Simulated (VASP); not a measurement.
Method: PBEsol GGA, VASP's PBE PAW potentials (set 64) (plane waves; VASP).

VASP ran on this input.

File KPOINTS:
```
Automatic mesh
0
Gamma
13 13 13
0 0 0
```

File POSCAR:
```
CoAl
1.0
  2.8219163493   0.0000000000   0.0000000000
  0.0000000000   2.8219163493   0.0000000000
  0.0000000000   0.0000000000   2.8219163493
Al Co
1 1
Cartesian
  1.4109581746   1.4109581746   1.4109581746
  0.0000000000   0.0000000000   0.0000000000
```

INCAR:
```
SYSTEM = CoAl
PREC = Accurate
ENCUT = 500
EDIFF = 1E-6
NELM = 100
ALGO = Normal
LREAL = .FALSE.
LASPH = .TRUE.
ISMEAR = 1
SIGMA = 0.1
GGA = PS
LMAXMIX = 4
LWAVE = .FALSE.
LCHARG = .FALSE.
IBRION = 2
ISIF = 3
NSW = 40
EDIFFG = -0.02
```

POTCAR, in this order: Al Co (PBE.64 set). Program: vasp_std.

Task: Predict the energy per atom (σ→0), band gap (on the k-mesh).

Result: 
```json
{
 "energy per atom (σ→0)": "-6541 meV/atom",
 "band gap (on the k-mesh)": "none (metal, semimetal or under 0.01 eV)"
}
```

**OSZICAR**
```
...
DAV:   7    -0.131079600681E+02    0.47668E+01   -0.34772E+01  1854   0.852E+01    0.193E+00
DAV:   8    -0.130990682190E+02    0.88918E-02   -0.25270E-01  1742   0.443E+00    0.126E+00
DAV:   9    -0.130822206039E+02    0.16848E-01   -0.48186E-02  2028   0.304E+00    0.351E-01
DAV:  10    -0.130815761328E+02    0.64447E-03   -0.15097E-03  2078   0.550E-01    0.158E-01
DAV:  11    -0.130815560673E+02    0.20065E-04   -0.35516E-05  1976   0.546E-02    0.253E-02
DAV:  12    -0.130815508831E+02    0.51842E-05   -0.20590E-05  1982   0.653E-02    0.575E-03
DAV:  13    -0.130815508204E+02    0.62686E-07   -0.33606E-07   904   0.570E-03
   1 F= -.13081551E+02 E0= -.13081460E+02  d E =-.130816E+02
```

The compound is CoAl in the CsCl type structure. It was relaxed first. The run is not spin-polarised, so no magnetic state was tried.
